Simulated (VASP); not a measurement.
# Lattice of Te2Mo across functionals and dispersion corrections, part 2 of 2

Which functional gives the lattice of Te2Mo as experiment finds it, and is a dearer one worth its cost? The start is a cell from a database of measured crystal structures.

VASP 6.6.1, plane waves and PAW; the level of theory is named at each step.

So far. Step 4 (Relaxation with r2SCAN): It ends at 26.94 Å³/atom, +7.9 % from the start, with 0.00 GPa left. The conventional cell has a = 3.565 and c = 14.689 Å. Step 5 (Relaxation with PBE + D3(BJ)): It ends at 24.15 Å³/atom, -3.2 % from the start, with 0.01 GPa left. The conventional cell has a = 3.495 and c = 13.702 Å. Against plain PBE, the dispersion term moves a by -1.7 % and c by -9.6 %.

### 6. Relaxation with r2SCAN + rVV10

This step: r2SCAN with rVV10; plane waves and PAW (Te, Mo_sv) (VASP 6.6.1).

LUSE_VDW switches on a nonlocal correlation term for dispersion.

The input, INCAR:

```
SYSTEM = Te2Mo
PREC = Accurate
ENCUT = 520
EDIFF = 1E-06
NELM = 100
ISMEAR = -1
SIGMA = 0.05
LREAL = .FALSE.
ALGO = Normal
METAGGA = R2SCAN
LUSE_VDW = .TRUE.
IVDW_NL = 2
BPARAM = 11.95
CPARAM = 0.0093
LASPH = .TRUE.
NBANDS = 32
LORBIT = 11
LWAVE = .FALSE.
LCHARG = .FALSE.
KPAR = 4
IBRION = 2
NSW = 60
ISIF = 3
EDIFFG = -0.01
```

The input, POSCAR:

```
Te2Mo
1.0
    3.5182000000      0.0000000000      0.0000000000
   -1.7591000000      3.0468505756      0.0000000000
    0.0000000000      0.0000000000     13.9736000000
Te Mo
4 2
Direct
    0.3333333333      0.6666666667      0.6210000000
    0.6666666667      0.3333333333      0.1210000000
    0.3333333333      0.6666666667      0.8790000000
    0.6666666667      0.3333333333      0.3790000000
    0.3333333333      0.6666666667      0.2500000000
    0.6666666667      0.3333333333      0.7500000000
```

The input, KPOINTS:

```
Automatic mesh
0
Gamma
7 7 2
0 0 0
```

Potentials, in the order of the species: Te and Mo_sv (PBE family, release 64).

On the command line:

```bash
$ mpirun -np 4 vasp_std
```

Elapsed: 40 min, on 4 MPI ranks of Intel Xeon Platinum 8259CL at 2.50GHz (Skylake/Cascade Lake), shared host; peak memory 2.6 GiB.

The run was stopped at its time limit, by a STOPCAR file.

By then 10 ionic steps had been finished.

More ranks or a longer limit would be the way on, or going on from the last geometry.

### 7. Relaxation with optB86b-vdW

This step: optB86b-vdW; plane waves and PAW (Te, Mo_sv) (VASP 6.6.1).

optB86b-vdW pairs nonlocal correlation with a less repulsive exchange of B86b form.

INCAR: that of step 6 with these lines changed.

```diff
@@ -9,7 +9,7 @@
 ALGO = Normal
-METAGGA = R2SCAN
+GGA = MK
+AGGAC = 0
 LUSE_VDW = .TRUE.
-IVDW_NL = 2
-BPARAM = 11.95
-CPARAM = 0.0093
+PARAM1 = 0.1234
+PARAM2 = 1
 LASPH = .TRUE.
```

POSCAR is that of step 6.

KPOINTS is that of step 6.

On the command line:

```bash
$ mpirun -np 4 vasp_std
```

The job ended after 22 min (4 MPI ranks; peak memory 2.9 GiB; 88 min of CPU time).

It ends at 25.31 Å³/atom, +1.4 % from the start, with -0.02 GPa left. The conventional cell has a = 3.533 and c = 14.053 Å.

### 8. Relaxation with vdW-DF-cx

This step: vdW-DF-cx; plane waves and PAW (Te, Mo_sv) (VASP 6.6.1).

vdW-DF-cx takes its exchange from the same plasmon model as its correlation.

INCAR: that of step 7 with these lines changed.

```diff
@@ -9,7 +9,5 @@
 ALGO = Normal
-GGA = MK
+GGA = CX
 AGGAC = 0
 LUSE_VDW = .TRUE.
-PARAM1 = 0.1234
-PARAM2 = 1
 LASPH = .TRUE.
```

POSCAR is that of step 7.

KPOINTS is that of step 7.

On the command line:

```bash
$ mpirun -np 4 vasp_std
```

The job ended after 28 min (4 MPI ranks; peak memory 2.9 GiB; 1.8 h of CPU time).

It ends at 24.66 Å³/atom, -1.2 % from the start, with 0.04 GPa left. The conventional cell has a = 3.505 and c = 13.904 Å.

### 9. Relaxation with revPBE + D3(BJ)

This step: revPBE with D3(BJ); plane waves and PAW (Te, Mo_sv) (VASP 6.6.1).

revPBE by itself binds more weakly than PBE and expands cells; dispersion terms fitted to it are the larger for that.

INCAR: that of step 8 with these lines changed.

```diff
@@ -9,7 +9,6 @@
 ALGO = Normal
-GGA = CX
-AGGAC = 0
-LUSE_VDW = .TRUE.
+GGA = RE
+IVDW = 12
+NBANDS = 32
 LASPH = .TRUE.
-NBANDS = 32
 LORBIT = 11
```

POSCAR is that of step 8.

KPOINTS is that of step 8.

On the command line:

```bash
$ mpirun -np 4 vasp_std
```

The job ended after 4.4 min (4 MPI ranks; peak memory 1.4 GiB).

It ends at 23.13 Å³/atom, -7.3 % from the start, with 0.01 GPa left. The conventional cell has a = 3.461 and c = 13.381 Å.

### 10. The cells as a table

This step: relaxed cells at several levels; plane waves and PAW (VASP 6.6.1).

No new run; the numbers come from the runs before.

Lengths are those of the conventional cell; cost is the wall time of each run, as given at its step, times its ranks, without the set-up around it. Results by level, by row:

```
          level  volume (Å³/atom)  change from the start (%)  a (Å)  c (Å)  cost (core minutes)
            LDA             24.09                       -3.5  3.479  13.78                 13.9
            PBE             27.64                       10.7  3.555  15.15                 32.3
         r2SCAN             26.94                        7.9  3.565  14.69                   75
   PBE + D3(BJ)             24.15                       -3.2  3.495   13.7                 12.9
    optB86b-vdW             25.31                        1.4  3.533  14.05                 88.5
      vdW-DF-cx             24.66                       -1.2  3.505   13.9                  113
revPBE + D3(BJ)             23.13                       -7.3  3.461  13.38                 17.5
```

### 11. Results

```yaml
volume_lda: 24.09 Å³/atom
volume_pbe: 27.64 Å³/atom
volume_r2scan: 26.94 Å³/atom
volume_pbe_d3_bj: 24.15 Å³/atom
volume_optb86b_vdw: 25.31 Å³/atom
volume_vdw_df_cx: 24.66 Å³/atom
volume_revpbe_d3_bj: 23.13 Å³/atom
```

What this shows: For Te2Mo the levels give volumes between 23.13 Å³/atom (revPBE + D3(BJ)) and 27.64 Å³/atom (PBE), a spread of 19.5 %, while the cost of the finished runs spans a factor of 8.7. Within 1 % of experiment on every length: optB86b-vdW and vdW-DF-cx. The nearest is vdW-DF-cx. Thermal and zero-point expansion, often some tenths of a per cent in length, bear on this order: with the measured lengths lowered by an assumed 0.4 % the nearest is still vdW-DF-cx. The costs hold the number of ionic steps as well as the price of the functional. Adding D3(BJ) to PBE changes the volume by -12.6 % (a by -1.7 % and c by -9.6 %). The bonds form layers, and the correction acts mostly on one axis: the spacing that dispersion holds. Within 0.02 Å all end in space group P6_3/mmc; the runs can't lower the symmetry of the start. Not obtained: r2SCAN + rVV10, because the run hit its time limit. Each is a single relaxation on the plane waves of the start cell, so larger changes of volume carry a basis-set error that was not tested here.

Calculation against experiment:

| quantity | measured | LDA | PBE | r2SCAN | PBE + D3(BJ) | optB86b-vdW | vdW-DF-cx | revPBE + D3(BJ) |
| --- | --- | --- | --- | --- | --- | --- | --- | --- |
| lattice constant a (Å) | 3.52085 | 3.479 (-1.2 %) | 3.555 (+1.0 %) | 3.565 (+1.2 %) | 3.495 (-0.7 %) | 3.533 (+0.3 %) | 3.505 (-0.4 %) | 3.461 (-1.7 %) |
| lattice constant c (Å) | 13.9664 | 13.783 (-1.3 %) | 15.151 (+8.5 %) | 14.689 (+5.2 %) | 13.702 (-1.9 %) | 14.053 (+0.6 %) | 13.904 (-0.4 %) | 13.381 (-4.2 %) |

Measured values from arxiv:1705.00651 (2017).

**Verdict.** For the lattice constant a, of the levels listed nearest comes optB86b-vdW (+0.3 %, good agreement) and farthest revPBE + D3(BJ) (-1.7 %, a clear miss). For the lattice constant c, of the levels listed nearest comes vdW-DF-cx (-0.4 %, good agreement) and farthest PBE (+8.5 %, a clear miss). The grades are ours: good and fair within 0.7 and 1.5 % for the lattice constant a and 0.8 and 2 % for the lattice constant c. Zero-point motion and thermal expansion are not in the computed lattice constants.

[Lines on the potential files, build, host, timing and source positions are cut from VASP's logs without a mark.]

[Logs are printed without paths, hosts, clocks, repeated set-up lines and the standing remarks that a program may print on its own settings, such as how far it seeks lower states.]

[Hosts, paths, dates, database ids (printed as entryN), source tags and the programs' standing remarks are cut or masked in the printed files.]

[A measured line is paired with the nearest computed mode of its activity, which favours agreement.]
